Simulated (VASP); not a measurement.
# KBeCl3 (Pm-3m) in VASP: further runs

One crystal, KBeCl3, is run at these levels: PBE; tasks: single point, relaxation of cell and atoms.

Program: VASP 6.6.1. These are calculated values, not measurements. Logs are shortened: lines on timing, memory, paths and dates and some standing lists are left out, and cuts for length are marked.

## Step 1: The cell of the first run

The structure is cubic, space group Pm-3m (No. 221). Conventional cell: a = 5.674 Å, b = 5.674 Å, c = 5.674 Å, α = 90.00°, β = 90.00°, γ = 90.00°. K (site symmetry m-3m) is surrounded by 6 Cl at 2.84 Å. Be (site symmetry m-3m) is surrounded by 12 Cl at 4.01 Å. Cl (site symmetry 4/mmm) is surrounded by 2 K at 2.84 Å.

The cell was built by a generator and needn't be a form met in nature.

## Step 2: Single point, PBE (species swapped into the Lu3PbC type (Pm-3m, No. 221))

Input file INCAR:

```
PREC = Accurate ; ENCUT = 520
EDIFF = 1E-6 ; ISMEAR = 0
SIGMA = 0.1 ; LREAL = F
LASPH = T ; NELM = 60
ALGO = Normal ; ISIF = 2
LWAVE = F ; LCHARG = T
GGA = PE ; LELF = T
LVHAR = T ; NBANDS = 24
```

Input file KPOINTS:

```
Automatic mesh
0
Gamma
  4 4 4
```

Input file POSCAR:

```
KBeCl3
1.0
    5.6736870639      0.0000000000      0.0000000000
    0.0000000000      5.6736870639      0.0000000000
    0.0000000000      0.0000000000      5.6736870639
K Be Cl
1 1 3
Direct
    0.0000000000      0.0000000000      0.0000000000
    0.5000000000      0.5000000000      0.5000000000
    0.5000000000      0.0000000000      0.0000000000
    0.0000000000      0.5000000000      0.0000000000
    0.0000000000      0.0000000000      0.5000000000
```

Potentials or basis: VASP PAW PBE potentials, release 64 (K_sv, Be, Cl).

Started as:

```bash
$ cat potpaw_PBE.64/K_sv/POTCAR potpaw_PBE.64/Be/POTCAR potpaw_PBE.64/Cl/POTCAR > POTCAR
$ mpirun -np 1 vasp_std > vasp.out
```

OUTCAR:

```text
PREC = Accurate
   ENCUT = 520
   EDIFF = 1E-6
   ISMEAR = 0
   LREAL = F
   LASPH = T
   NELM = 60
   ISIF = 2
   GGA = PE

 ion  position               nearest neighbor table
   1  0.000  0.000  0.000-   3 2.84   4 2.84   5 2.84   5 2.84   4 2.84   3 2.84
   2  0.500  0.500  0.500-
   3  0.500  0.000  0.000-   1 2.84   1 2.84
   4  0.000  0.500  0.000-   1 2.84   1 2.84
   5  0.000  0.000  0.500-   1 2.84   1 2.84

  LATTYP: Found a simple cubic cell.
 ALAT       =     5.6736870639

  Lattice vectors:

 A1 = (   5.6736870639,   0.0000000000,   0.0000000000)
 A2 = (   0.0000000000,   5.6736870639,   0.0000000000)
 A3 = (   0.0000000000,   0.0000000000,   5.6736870639)

Analysis of symmetry for initial positions (statically):
=====================================================================
 Subroutine PRICEL returns:
 Original cell was already a primitive cell.

 Routine SETGRP: Setting up the symmetry group for a
 simple cubic supercell.

 Subroutine GETGRP returns: Found 48 space group operations
 (whereof 48 operations were pure point group operations)
 out of a pool of 48 trial point group operations.

The static configuration has the point symmetry O_h .

Analysis of symmetry for dynamics (positions and initial velocities):
=====================================================================
 Subroutine PRICEL returns:
 Original cell was already a primitive cell.

 Routine SETGRP: Setting up the symmetry group for a
 simple cubic supercell.

 Subroutine GETGRP returns: Found 48 space group operations
 (whereof 48 operations were pure point group operations)
 out of a pool of 48 trial point group operations.

The dynamic configuration has the point symmetry O_h .

 Subroutine INISYM returns: Found 48 space group operations
 (whereof 48 operations are pure point group operations),
 and found     1 'primitive' translations

----------------------------------------------------------------------------------------

                                     Primitive cell

  volume of cell :     182.6401

  direct lattice vectors                    reciprocal lattice vectors
     5.673687064  0.000000000  0.000000000     0.176252230  0.000000000  0.000000000
     0.000000000  5.673687064  0.000000000     0.000000000  0.176252230  0.000000000
[... 75 lines left out ...]
   NELM   =     60;   NELMIN=  2; NELMDL= -5     # of ELM steps
   EDIFF  = 0.1E-05   stopping-criterion for ELM
   LREAL  =      F    real-space projection
   EDIFFG = 0.1E-04   stopping-criterion for IOM
   NSW    =      0    number of steps for IOM
   IBRION =     -1    ionic relax: 0-MD 1-quasi-New 2-CG
   NFREE  =      0    steps in history (QN), initial steepest desc. (CG)
   ISIF   =      2    stress and relaxation
   ISYM   =      2    0-nonsym 1-usesym 2-fastsym
   POTIM  = 0.5000    time-step for ionic-motion
   TEBEG  =    0.0;   TEEND  =   0.0 temperature during run
   PSTRESS=    0.0 pullay stress
   NELECT =      32.0000    total number of electrons
   NUPDOWN=      -1.0000    fix difference up-down
   EMIN   =  10.00;   EMAX   =-10.00  energy-range for DOS
   EFERMI =   0.00;   METHOD = LEGACY
   ISMEAR =     0;   SIGMA  =   0.10  broadening in eV -4-tet -1-fermi 0-gaus
   EFERMI_NEDOS =   21; number of points for ismear=-14 and -15
   IALGO  =     38    algorithm
   IMIX   =      4    mixing-type and parameters
     AMIX     =   0.40;   BMIX     =  1.00
     AMIX_MAG =   1.60;   BMIX_MAG =  1.00
  volume/ion in A,a.u.               =      36.53       246.50
  Fermi-wavevector in a.u.,A,eV,Ry     =   0.916065  1.731111 11.417661  0.839174
  Thomas-Fermi vector in A             =   2.040878
   LORBIT       =      0    0 simple, 1 ext, 2 COOP (PROOUT), +10 PAW based schemes
   GGA     = PE    functional components
   LHFCALC =     F    Hartree Fock is set to
   AEXX    =    0.0000 exact exchange contribution
   IVDW    =     0    specifies the selected vdW correction
   LEPSILON=     F    determine dielectric tensor
   LRPA    =     F    only Hartree local field effects (RPA)
 non-spin polarized calculation
 Gauss-broadening in eV      SIGMA  =   0.10
  energy-cutoff  :      520.00
  volume of cell :      182.64
 maximum number of plane-waves:      4950
   NGX = 21   NGY = 21   NGZ = 21

 number of electron      32.0000012 magnetization

 Free energy of the ion-electron system (eV)
  ---------------------------------------------------
  ext. energy  EPLUGINS =         0.00000000
  ---------------------------------------------------
  free energy    TOTEN  =        -9.19549472 eV

  energy without entropy =       -9.14129674  energy(sigma->0) =       -9.16839573

 E-fermi :  -2.4650     XC(G=0):  -6.7188

 val. band max:       -2.4870653731   @ k =   0.5000   0.5000   0.5000
 cond. band min:      -2.4603778704   @ k =   0.0000   0.0000   0.0000
 fundamental gap:      0.0266875027
 Fermi energy:        -2.4650499081

 k-point     1 :       0.0000    0.0000    0.0000
  band No.  band energies     occupation
      1     -28.7460      2.00000
      2     -14.9685      2.00000
      3     -14.7876      2.00000
      4     -14.7876      2.00000
      5     -12.4336      2.00000
      6     -12.4336      2.00000
[... 259 lines left out ...]
     23       6.0189      0.00000
     24       7.9606      0.00000

------------------------ aborting loop because EDIFF is reached ----------------------------------------

  FORCE on cell =-STRESS in cart. coord.  units (eV):
  Direction    XX          YY          ZZ          XY          YZ          ZX
  --------------------------------------------------------------------------------------
  -------------------------------------------------------------------------------------
  Total        0.2384873      0.2384873      0.2384873      0.0000000     -0.0000000      0.0000000
  in kB        2.0920867      2.0920867      2.0920867      0.0000000     -0.0000000      0.0000000
  external PRESSURE =       2.0920867 kB  Pullay stress =       0.0000000 kB

 VOLUME and BASIS-vectors are now :
 -----------------------------------------------------------------------------
  energy-cutoff  :      520.00
  volume of cell :      182.64
      direct lattice vectors                 reciprocal lattice vectors
     5.673687064  0.000000000  0.000000000     0.176252230  0.000000000  0.000000000
     0.000000000  5.673687064  0.000000000     0.000000000  0.176252230  0.000000000
     0.000000000  0.000000000  5.673687064     0.000000000  0.000000000  0.176252230

 POSITION                                       TOTAL-FORCE (eV/Angst)
 -----------------------------------------------------------------------------------
      0.00000      0.00000      0.00000         0.000000      0.000000      0.000000
      2.83684      2.83684      2.83684         0.000000      0.000000      0.000000
      2.83684      0.00000      0.00000         0.000000      0.000000      0.000000
      0.00000      2.83684      0.00000         0.000000      0.000000      0.000000
      0.00000      0.00000      2.83684         0.000000      0.000000      0.000000
 -----------------------------------------------------------------------------------
    total drift:                               -0.000000      0.000000     -0.000000

  FREE ENERGIE OF THE ION-ELECTRON SYSTEM (eV)
  ---------------------------------------------------
  free  energy   TOTEN  =        -9.1954947160 eV

  energy  without entropy=       -9.1412967357  energy(sigma->0) =       -9.16839573
```

Run time: 52 s. Hardware: 1 thread of AMD EPYC 7R43 (Zen 3), shared host; peak memory 0.23 GiB.

What came out:

| Item | Value |
| --- | --- |
| Free energy | -9.1955 eV |
| Pressure | 0.2 GPa |
| Band gap on the k mesh | none (metal or under the smearing width) |

Levels at points of the mesh, in eV from the Fermi level:
| k point | band 14 | band 15 | band 16 | band 17 | band 18 | band 19 |
| --- | --- | --- | --- | --- | --- | --- |
| (0.00, 0.00, 0.00) | -0.37 | 0.00 | 0.00 | 0.00 | 3.72 | 3.72 |
| (0.50, 0.00, 0.00) | -0.45 | -0.06 | -0.06 | 0.30 | 3.05 | 3.55 |
| (0.50, 0.50, 0.00) | -0.55 | -0.24 | -0.03 | 0.12 | 3.38 | 3.40 |
| (0.50, 0.50, 0.50) | -0.49 | -0.02 | -0.02 | -0.02 | 3.67 | 3.67 |

(Continued in part 2 of 2.)
